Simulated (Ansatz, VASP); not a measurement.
# One calculation of Al4Te, two programs

The input INCAR:

```
PREC = Accurate
ENCUT = 520
EDIFF = 1E-7
ISMEAR = 0
SIGMA = 0.1
LREAL = F
LASPH = T
NELM = 100
ALGO = Normal
ISIF = 2
LWAVE = F
LCHARG = F
GGA = PE
NBANDS = 17
```

Contents of KPOINTS:

```
regular mesh
0
Gamma
  6 6 4
```

Contents of POSCAR:

```
Al4Te
1.0
    3.3096339800      0.0000000000      0.0000000000
    0.0000000000      3.3096339800      0.0000000000
    0.0000000000      0.0000000000      7.0207938800
Al Te
4 1
Direct
    0.0000000000      0.0000000000      0.3333333300
    0.0000000000      0.0000000000      0.6666666700
    0.5000000000      0.5000000000      0.3333333300
    0.5000000000      0.5000000000      0.6666666700
    0.0000000000      0.0000000000      0.0000000000
```

Input for Ansatz:

```yaml
crystal:
  lattice:
    - [3.30963398, 0.0, 0.0]
    - [0.0, 3.30963398, 0.0]
    - [0.0, 0.0, 7.02079388]
  atoms:
    - { symbol: Al, position: [0.0, 0.0, 0.33333333] }
    - { symbol: Al, position: [0.0, 0.0, 0.66666667] }
    - { symbol: Al, position: [0.5, 0.5, 0.33333333] }
    - { symbol: Al, position: [0.5, 0.5, 0.66666667] }
    - { symbol: Te, position: [0.0, 0.0, 0.0] }
basis:
  ecutwfc: 420
kpoints:
  mp_grid: { grid: [6, 6, 4] }
hamiltonian:
  xc: pbe
scf:
  occupations: { method: gaussian, width: 0.1 }
  lower_state_search: "off"
output:
  forces: true
  stress: true
  eigenvalues: true
```

Change from the starting cell: ordered superstructure of sc with vacancies (P4/mmm, No. 123).

Alike in both runs: task single point; functional PBE; k mesh 6 × 6 × 4; occupations gaussian, width 0.1 eV; no spin polarisation.

|  | VASP | Ansatz |
| --- | --- | --- |
| version | VASP 6.6.1 | Ansatz 0.2.0 |
| potentials or method | VASP PAW PBE potentials, release 64 (Al, Te) | scalar-relativistic, plane waves, PAW |
| plane-wave cutoff (eV) | 520 | 420 |
| valence electrons in the cell | 18 | 28 |

|  | VASP | Ansatz | Ansatz less VASP |
| --- | --- | --- | --- |
| gap on the k mesh at the Fermi level (eV) | none | none | - |
| rms of the force components (eV/Å) | 0.851 | 0.847 | -0.0043 |

Atom by atom the forces differ by 0.006 eV/Å (rms over components). A gap of «none» marks a metal or a gap that the smearing closes. The functional is the same, so the differences come from potentials, cutoffs and numerics. The two sets of potentials don't hold the same shells in valence.

Caveats: forces of over 1 eV/Å show positions far from the minimum, so gaps and moduli don't describe the material at rest. The runs have no spin-orbit coupling, so splittings on Te are missing.
